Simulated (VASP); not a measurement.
# Absorption of AlN from time-dependent hybrids, part 3 of 5

Wanted: excitation energies of AlN by functional. The cell is of the wurtzite type, one of the forms listed for this formula. The start is a cell from a database of measured crystal structures.

VASP 6.6.1, plane waves and PAW; the level of theory is named at each step.

So far, lowest excitation (eV): step 4 (casida equation on LDA, time-dependent LDA, Casida form) 4.24; step 5 (random-phase approximation on LDA, RPA spectrum on LDA) 4.24.

The database entry behind the starting cell differs from later determinations by our own check (inner coordinate u about 0.002 short), so it need not match the best structure at ambient conditions.

## Step 7: Ground state at HSE06

This step: HSE06; plane waves and PAW (Al, N) (VASP 6.6.1).

The orbitals come from a self-consistent HSE06 run. A small SIGMA keeps every occupation at zero or full.

Input file INCAR:

```
SYSTEM = AlN
PREC = Accurate
ENCUT = 420
EDIFF = 1E-08
NELM = 100
ISMEAR = 0
SIGMA = 0.01
LREAL = .FALSE.
ALGO = Normal
LHFCALC = .TRUE.
AEXX = 0.25
GGA = PE
HFSCREEN = 0.2
LASPH = .TRUE.
NBANDS = 14
PRECFOCK = Fast
LORBIT = 11
LWAVE = .TRUE.
LCHARG = .FALSE.
KPAR = 8
```

Input file POSCAR:

```
AlN
1.0
    3.1130000000      0.0000000000      0.0000000000
   -1.5565000000      2.6959370820      0.0000000000
    0.0000000000      0.0000000000      4.9810000000
Al N
2 2
Direct
    0.6666666667      0.3333333333      0.5000000000
    0.3333333333      0.6666666667      0.0000000000
    0.6666666667      0.3333333333      0.8800000000
    0.3333333333      0.6666666667      0.3800000000
```

Input file KPOINTS:

```
Automatic mesh
0
Gamma
6 6 4
0 0 0
```

PAW data sets: Al and N (PBE family, release 64).

The run starts from files that an earlier step left in the folder.

Started as:

```
mpirun -np 8 vasp_std
```

Log:

```text
[banner, memory and clock lines left out]
running    8 mpi-ranks, on    1 nodes
 distrk:  each k-point on    1 cores,    8 groups
 distr:  one band on    1 cores,    1 groups

 POSCAR found type information on POSCAR AlN
 POSCAR found :  2 types and       4 ions
 [... a notice as in an earlier step ...]

 LDA part: xc-table for (Slater+PW92), standard interpolation
 found WAVECAR, reading the header
 POSCAR, INCAR and KPOINTS ok, starting setup
 FFT: planning ... GRIDC
 FFT: planning ... GRID_SOFT
 FFT: planning ... GRID
 reading WAVECAR
 the WAVECAR file was read successfully
 initial charge from wavefunction
 entering main loop
       N       E                     dE             d eps       ncg     rms          rms(c)
DAV:   1    -0.349526385458E+02   -0.34953E+02   -0.15021E+00   776   0.875E+00    0.129E+01
DAV:   2    -0.349587114719E+02   -0.60729E-02   -0.43738E-02   756   0.173E+00    0.888E+00
DAV:   3    -0.349541909900E+02    0.45205E-02   -0.70303E-03   732   0.612E-01    0.554E+00
DAV:   4    -0.349536791736E+02    0.51182E-03   -0.98568E-04   738   0.217E-01    0.332E+00
DAV:   5    -0.349533617444E+02    0.31743E-03   -0.70299E-05   738   0.725E-02    0.196E+00
DAV:   6    -0.349532531796E+02    0.10856E-03   -0.52550E-05   708   0.624E-02    0.113E+00
DAV:   7    -0.349532184755E+02    0.34704E-04   -0.99359E-06   744   0.282E-02    0.646E-01
DAV:   8    -0.349532067292E+02    0.11746E-04   -0.28370E-06   750   0.142E-02    0.369E-01
DAV:   9    -0.349532032396E+02    0.34896E-05   -0.11419E-06   756   0.883E-03    0.211E-01
DAV:  10    -0.349532023636E+02    0.87598E-06   -0.35564E-07   762   0.527E-03    0.121E-01
DAV:  11    -0.349532021936E+02    0.16998E-06   -0.12864E-07   750   0.334E-03    0.688E-02
DAV:  12    -0.349532022458E+02   -0.52194E-07   -0.45884E-08   744   0.208E-03    0.394E-02
DAV:  13    -0.349532023182E+02   -0.72332E-07   -0.16758E-08   510   0.131E-03    0.229E-02
DAV:  14    -0.349532023663E+02   -0.48126E-07   -0.90882E-09   390   0.996E-04    0.128E-02
DAV:  15    -0.349532023998E+02   -0.33491E-07   -0.40673E-09   366   0.649E-04    0.675E-03
DAV:  16    -0.349532024233E+02   -0.23513E-07   -0.12807E-09   372   0.412E-04    0.355E-03
DAV:  17    -0.349532024373E+02   -0.13997E-07   -0.32678E-10   372   0.256E-04    0.196E-03
DAV:  18    -0.349532024460E+02   -0.87169E-08   -0.16301E-10   378   0.207E-04
   1 F= -.34953202E+02 E0= -.34953202E+02  d E =-.347475E-16
 writing wavefunctions
```

Elapsed: 1.8 min, on 8 MPI ranks of AMD EPYC 7R43, shared host; peak memory 1.7 GiB; 12 min of CPU time.

OUTCAR, selected parts (step 7):

```text
   k-points           NKPTS =     21   k-points in BZ     NKDIM =    144   number of bands    NBANDS=     14

   NELECT =      16.0000    total number of electrons

  exchange ACFDT corr.  =         0.00000000  see jH, gK, PRB 81, 115126

 E-fermi :   5.2565

 k-point     1 :       0.0000    0.0000    0.0000
  band No.  band energies     occupation
    ...
      4       4.2781      2.00000
      5       4.2782      2.00000
      6       5.0087      2.00000
      7       5.0088      2.00000
      8       5.2038      2.00000
      9      10.7915      0.00000
     10      13.3472      0.00000
     11      17.6982      0.00000
     12      18.0012      0.00000
     13      18.0012      0.00000
    ...

 POSITION                                       TOTAL-FORCE (eV/Angst)
 -----------------------------------------------------------------------------------
      1.55650      0.89865      2.49050        -0.000000     -0.000000     -0.128257
     -0.00000      1.79729      0.00000         0.000000     -0.000000     -0.128257
      1.55650      0.89865      4.38328        -0.000000     -0.000000      0.128257
     -0.00000      1.79729      1.89278        -0.000000      0.000000      0.128257
 -----------------------------------------------------------------------------------
    total drift:                                0.000000     -0.000001      0.003029

  FREE ENERGIE OF THE ION-ELECTRON SYSTEM (eV)
  ---------------------------------------------------
  free  energy   TOTEN  =       -34.9532024460 eV

  energy  without entropy=      -34.9532024460  energy(sigma->0) =      -34.95320245

[... 8 parts as in an earlier step ...]

[... 8 further parts left out ...]
```

The PAW data sets were made with PBE, which is usual practice but a small mismatch for other functionals.

Numbers from this step:

| Property | Result |
| --- | --- |
| free energy (TOTEN) | -34.95 eV |
| Fermi energy | 5.256 eV |
| gap on the k-mesh | 5.588 eV |
| least direct gap on the k-mesh | 5.588 eV |

## Step 8: Empty bands, functional HSE06

ALGO = Exact diagonalises the converged Hamiltonian in one step, and LOPTICS writes the k-derivatives of the orbitals (WAVEDER), which give the transition dipoles.

Input file INCAR:

```
SYSTEM = AlN
PREC = Accurate
ENCUT = 420
ISMEAR = 0
SIGMA = 0.01
LREAL = .FALSE.
LHFCALC = .TRUE.
AEXX = 0.25
GGA = PE
HFSCREEN = 0.2
LASPH = .TRUE.
NBANDS = 24
PRECFOCK = Fast
ALGO = Exact
NELM = 1
LWAVE = .TRUE.
LCHARG = .FALSE.
LOPTICS = .TRUE.
NEDOS = 1000
CSHIFT = 0.1
```

POSCAR is that of step 7.

KPOINTS is that of step 7.

The WAVECAR or CHGCAR of an earlier step is read.

Started as:

```
mpirun -np 8 vasp_std
```

Log:

```text
[banner, memory and clock lines left out]
running    8 mpi-ranks, on    1 nodes
[...]
[... a notice as in an earlier step ...]

 LDA part: xc-table for (Slater+PW92), standard interpolation
 found WAVECAR, reading the header
  number of bands has changed, file:    14 present:    24
  trying to continue reading WAVECAR, but it might fail
 POSCAR, INCAR and KPOINTS ok, starting setup
[...]
reading WAVECAR
 random initialization beyond band           14
 the WAVECAR file was read successfully
 initial charge from wavefunction
 entering main loop
       N       E                     dE             d eps       ncg     rms          rms(c)
DIA:   1    -0.349532024594E+02   -0.34953E+02    0.00000E+00     0   0.000E+00
   1 F= -.34953202E+02 E0= -.34953202E+02  d E =-.896710E-22
 writing wavefunctions
 optical routines
 imaginary and real dielectric function
 recalculating local potential from charge density
 direction            1
 direction            2
 direction            3
```

Wall time 6.4 min (8 MPI ranks); peak memory 2 GiB.

From OUTCAR (step 8):

```text
 POSITION                                       TOTAL-FORCE (eV/Angst)
 -----------------------------------------------------------------------------------
      1.55650      0.89865      2.49050        -0.000000      0.000000     -0.128258
     -0.00000      1.79729      0.00000         0.000000      0.000000     -0.128258
      1.55650      0.89865      4.38328         0.000000     -0.000000      0.128258
     -0.00000      1.79729      1.89278        -0.000000      0.000000      0.128258
 -----------------------------------------------------------------------------------
    total drift:                                0.000000     -0.000001      0.003025

  FREE ENERGIE OF THE ION-ELECTRON SYSTEM (eV)
  ---------------------------------------------------
  free  energy   TOTEN  =       -34.9532024594 eV

  energy  without entropy=      -34.9532024594  energy(sigma->0) =      -34.95320246

[... 2 parts as in an earlier step ...]

[... 1 further part left out ...]
[key lines of the parts left out:]
E-fermi :   5.2676
```

## Step 9: Casida equation on HSE06

This step: time-dependent HSE06, Casida form; plane waves and PAW (Al, N) (VASP 6.6.1).

The Casida equation, in the Tamm-Dancoff approximation (ANTIRES = 0), couples the pairs by a local exchange-correlation kernel and by exact exchange, which attracts electron and hole.

Input file INCAR:

```
SYSTEM = AlN
PREC = Accurate
ENCUT = 420
ISMEAR = 0
SIGMA = 0.01
LREAL = .FALSE.
LHFCALC = .TRUE.
AEXX = 0.25
GGA = PE
HFSCREEN = 0.2
LASPH = .TRUE.
NBANDS = 24
PRECFOCK = Fast
ALGO = TDHF
NBANDSO = 5
NBANDSV = 5
OMEGAMAX = 25
NEDOS = 1000
CSHIFT = 0.1
LWAVE = .FALSE.
LCHARG = .FALSE.
ANTIRES = 0
LFXC = .TRUE.
LADDER = .TRUE.
```

POSCAR is that of step 8.

KPOINTS is that of step 8.

The run starts from files that an earlier step left in the folder.

Started as:

```
mpirun -np 8 vasp_std
```

Log:

```text
[banner, memory and clock lines left out]
 LDA part: xc-table for (Slater+PW92), standard interpolation
 found WAVECAR, reading the header
 POSCAR, INCAR and KPOINTS ok, starting setup
 FFT: planning ... GRIDC
 FFT: planning ... GRID_SOFT
 FFT: planning ... GRID
 reading WAVECAR
 the WAVECAR file was read successfully
 initial charge from wavefunction
 available memory per node:     89.52 GB, setting MAXMEM to     91663

 The Fermi energy was updated, please check that it is located mid-gap
 values below the HOMO (VB) or above the LUMO (CB) will cause erroneous energies
 E-fermi :   7.9977

 the WAVEDER file was read successfully
 responsefunction array rank=     464
 LDA part: xc-table for (Slater+PW92), standard interpolation

 Doing            0  frequencies on each core in blocks of            0
 parallelization over k-points
 Using distributed matrix
 Using distributed eigensolver
 allocating two-electron 4 orbital integral table    5    5    5    5
 BSE setting up matrix
 available memory per node:     89.31 GB, setting MAXMEM to     91451
 Calculate matrix elements of the BSE Hamiltonian:
 Workload is divided into blocks of two-electron 4 orbital integrals computed in
  parallel.
 Each block/integral has dimensions  of (   5,   5,   5,   5) orbitals
 Total number of blocks/integrals:                10440
 Number of spins:                                     1
 Number of kpoints:                                 144
 Spin channel:                                        1
  Number of blocks of unoccupied bands:               1
  Number of blocks of occupied bands:                 1
 Number of rows/columns of blocks:                  144

                                                        Time (sec)
               Integrals                 Ranks       Real         CPU
  [         1 -       1152/     10440]     8         1.02        0.00
  [      1153 -       2304/     10440]     8         2.01        0.00
  [      2305 -       3456/     10440]     8         3.02        0.00
  [      3457 -       4608/     10440]     8         4.06        0.00
  [      4609 -       5760/     10440]     8         5.10        0.00
  [      5761 -       6912/     10440]     8         6.10        0.00
  [      6913 -       8064/     10440]     8         7.11        0.00
  [      8065 -       9216/     10440]     8         8.14        0.00
  [      9217 -      10368/     10440]     8         9.24        0.00
  [     10369 -      10440/     10440]     8         9.36        0.00

[... 5 parts as in an earlier step ...]
```

The job ended after 20 s (8 MPI ranks; peak memory 2.4 GiB).

From OUTCAR (step 9):

```text
   NELECT =      16.0000    total number of electrons

 E-fermi :   7.9977

[... 9 parts as in an earlier step ...]

[... 1 further part left out ...]
```

Numbers from this step:

| Quantity | Value |
| --- | --- |
| lowest excitation | 5.538 eV |
| direct gap less the lowest excitation | 0.04930 eV |

The imaginary dielectric function has structure finer than the step of the table below, so its rows give means over 1 eV, whole bins alone (the curve runs from 0 to 25 eV). Peaks (eV: height): xx 6.8: 4.66, 7.8: 9.81, 8.2: 8.69, 8.6: 12.2, 10.4: 5.93, 11.6: 5.83, 13.6: 3.68; zz 6.9: 8.84, 7.6: 21.1, 8.6: 14.3, 10.2: 5.54, 11.2: 7.37, 11.8: 5.78, 13.5: 5.74.

From 5 filled and 5 empty bands alone, without any pair above OMEGAMAX = 25 eV, so strength is missing wherever others contribute; lines are broadened by CSHIFT, which also makes the tail under the first line. Imaginary dielectric function against photon energy; means over each step:

```
photon energy (eV)       xx       zz
                 1  0.00663  0.00744
                 2   0.0146   0.0165
                 3   0.0264   0.0300
                 4   0.0484   0.0569
                 5    0.148    0.332
                 6    0.791    0.673
                 7     3.37     3.92
                 8     7.09     9.39
                 9     7.56     5.73
                10     4.08     3.87
                11     2.89     4.07
                12     4.33     3.83
                13     2.76     2.89
                14     2.34     2.78
                15    0.980    0.623
                16    0.379    0.422
                17    0.129    0.211
                18   0.0710   0.0665
                19   0.0266   0.0292
                20   0.0143   0.0158
                21   0.0108   0.0112
                22  0.00853  0.00885
                23  0.00693  0.00719
                24  0.00574  0.00595
```

Some of the lowest 40 states alone, with states under 2.5 meV apart joined, scaled to the strongest line shown. Lines of the exciton spectrum (strongest = 100):

```
position (eV)  lines merged  oscillator strength
        5.538             1                   12
        5.733             2                   23
        6.461             2                  0.0
        6.815             2                   44
        6.849             2                  0.0
        6.967             1                   51
        7.053             2                  0.0
        7.098             2                  0.0
        7.107             1                  0.0
        7.139             2                   36
        7.151             1                  0.0
        7.162             2                  0.0
        7.185             1                  0.0
        7.337             2                  0.0
        7.350             1                  0.0
        7.358             2                   20
        7.365             2                  0.0
        7.386             3                   19
        7.636             1                  100
        7.652             2                  0.0
        7.671             2                  0.0
        7.676             1                  0.5
```

The lowest excitation lies at 5.538 eV, -49 meV against the direct gap of these orbitals. No second mesh in this session tests these energies, peaks and heights, and most of the distance from the gap can be the mesh's own exchange term.

## Step 10: Random-phase approximation on HSE06

This step: RPA spectrum on HSE06; plane waves and PAW (Al, N) (VASP 6.6.1).

With the exchange-correlation kernel off, only the local fields remain: the random-phase approximation.

Changes to INCAR since step 9:

```diff
@@ -22,3 +22,3 @@
 ANTIRES = 0
-LFXC = .TRUE.
-LADDER = .TRUE.
+LFXC = .FALSE.
+LADDER = .FALSE.
```

POSCAR is that of step 9.

KPOINTS is that of step 9.

Started as:

```
mpirun -np 8 vasp_std
```

Log:

```text
[banner, memory and clock lines left out]
 LDA part: xc-table for (Slater+PW92), standard interpolation
 found WAVECAR, reading the header
 POSCAR, INCAR and KPOINTS ok, starting setup
 FFT: planning ... GRIDC
 FFT: planning ... GRID_SOFT
 FFT: planning ... GRID
 reading WAVECAR
 the WAVECAR file was read successfully
 initial charge from wavefunction
 available memory per node:     89.31 GB, setting MAXMEM to     91458

 Doing            0  frequencies on each core in blocks of            0
 parallelization over k-points
 Using distributed matrix
 Using distributed eigensolver
 allocating two-electron 4 orbital integral table    5    5    5    5
 BSE setting up matrix
 available memory per node:     89.15 GB, setting MAXMEM to     91288
 Calculate matrix elements of the BSE Hamiltonian:
 Workload is divided into blocks of two-electron 4 orbital integrals computed in
  parallel.
 Each block/integral has dimensions  of (   5,   5,   5,   5) orbitals
 Total number of blocks/integrals:                10440
 Number of spins:                                     1
 Number of kpoints:                                 144
 Spin channel:                                        1
  Number of blocks of unoccupied bands:               1
  Number of blocks of occupied bands:                 1
 Number of rows/columns of blocks:                  144

                                                        Time (sec)
               Integrals                 Ranks       Real         CPU
  [         1 -       1152/     10440]     8         0.68        0.00
  [      1153 -       2304/     10440]     8         1.31        0.00
  [      2305 -       3456/     10440]     8         1.95        0.00
  [      3457 -       4608/     10440]     8         2.60        0.00
  [      4609 -       5760/     10440]     8         3.24        0.00
  [      5761 -       6912/     10440]     8         3.91        0.00
  [      6913 -       8064/     10440]     8         4.60        0.00
  [      8065 -       9216/     10440]     8         5.24        0.00
  [      9217 -      10368/     10440]     8         5.91        0.00
  [     10369 -      10440/     10440]     8         5.99        0.00

[... 7 parts as in an earlier step ...]
```

Elapsed: 16 s, on 8 MPI ranks; peak memory 2.4 GiB; 1.7 min of CPU time.

OUTCAR, selected parts (step 10):

```text
   NELECT =      16.0000    total number of electrons

 E-fermi :   7.9977

[... 9 parts as in an earlier step ...]

[... 1 further part left out ...]
```

Numbers from this step:

```yaml
lowest_excitation: 5.594 eV
```

The imaginary dielectric function has structure finer than the step of the table below, so its rows give means over 0.5 eV, whole bins alone (the curve runs from 0 to 25 eV). Peaks (eV: height): xx 8.76: 7.51, 9.33: 8.56, 10.59: 8.02, 11.01: 4.78, 11.96: 6.12, 12.64: 6.94, 13.84: 5.77; zz 8.01: 8.00, 8.76: 12.2, 9.63: 4.90, 10.26: 5.46, 11.39: 8.48, 12.09: 9.61, 13.96: 9.06.

From 5 filled and 5 empty bands alone, without any pair above OMEGAMAX = 25 eV, so strength is missing wherever others contribute; lines are broadened by CSHIFT, which also makes the tail under the first line. The imaginary dielectric function by photon energy; means over each step:

```
photon energy (eV)       xx       zz
               0.5  0.00226  0.00251
               1.0  0.00459  0.00511
               1.5  0.00713  0.00793
               2.0  0.00994   0.0111
               2.5   0.0132   0.0148
               3.0   0.0172   0.0193
               3.5   0.0223   0.0253
               4.0   0.0293   0.0336
               4.5   0.0401   0.0477
               5.0   0.0630   0.0875
               5.5    0.279    0.567
               6.0    0.451    0.205
               6.5    0.277    0.230
               7.0     1.22     1.45
               7.5     1.56     1.78
               8.0     3.31     6.37
               8.5     4.26     5.65
               9.0     6.33     8.24
               9.5     7.10     4.05
              10.0     5.35     3.97
              10.5     5.36     4.09
              11.0     3.70     2.54
              11.5     3.11     5.42
              12.0     5.13     7.04
              12.5     5.20     3.93
              13.0     3.51     2.53
              13.5     3.80     4.06
              14.0     4.79     6.93
              14.5     3.30     3.23
              15.0     2.47     1.35
              15.5     1.12     1.29
              16.0    0.998    0.862
              16.5    0.555    0.701
              17.0    0.291    0.457
              17.5    0.184    0.430
              18.0    0.133    0.105
              18.5   0.0822   0.0820
              19.0   0.0393   0.0539
              19.5   0.0249   0.0282
              20.0   0.0201   0.0278
              20.5   0.0170   0.0185
              21.0   0.0146   0.0155
              21.5   0.0127   0.0134
              22.0   0.0112   0.0118
              22.5  0.00995   0.0104
              23.0  0.00890  0.00932
              23.5  0.00803  0.00838
              24.0  0.00726  0.00758
              24.5  0.00659  0.00690
```

The lowest excitation lies at 5.594 eV, +7 meV against the direct gap of these orbitals. No second mesh in this session tests these energies, peaks and heights.

[end of part 3 of 5]

[Lines on the potential files, build, host, timing and source positions are cut from VASP's logs without a mark.]

[Logs are printed without paths, hosts, clocks, repeated set-up lines and the standing remarks that a program may print on its own settings, such as how far it seeks lower states.]

[Hosts, paths, dates, database ids (printed as entryN), source tags and the programs' standing remarks are cut or masked in the printed files.]

[Pressures printed for these runs are not shown converged in the cutoff: they can be off by several GPa and have the wrong sign.]
